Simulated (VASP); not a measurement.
Given:

```
AlN
1.0
    3.11178     0.00000     0.00000
   -1.55589     2.69488     0.00000
    0.00000     0.00000     4.98868
Al N
2 2
Direct
  0.66667   0.33333   0.49926
  0.33333   0.66667   0.99926
  0.66667   0.33333   0.88074
  0.33333   0.66667   0.38074
```

Level of theory: PBEsol GGA, VASP's PBE PAW potentials (set 64) (plane waves; VASP). Settings: 520 eV cut-off, 7×7×4 Γ-centred mesh, Gaussian smearing of 0.050 eV, potentials Al N.

**Question.** Predict the energy per atom (σ→0).

**Answer.** 
The energy per atom (σ→0) is -7.828 eV/atom.

Only differences to runs with the same potentials and settings are physical.

The structure comes from a computed database's AlN entry (P6_3mc); how it stands against other phases isn't given here. It was relaxed first. The start is the result of an earlier pass.
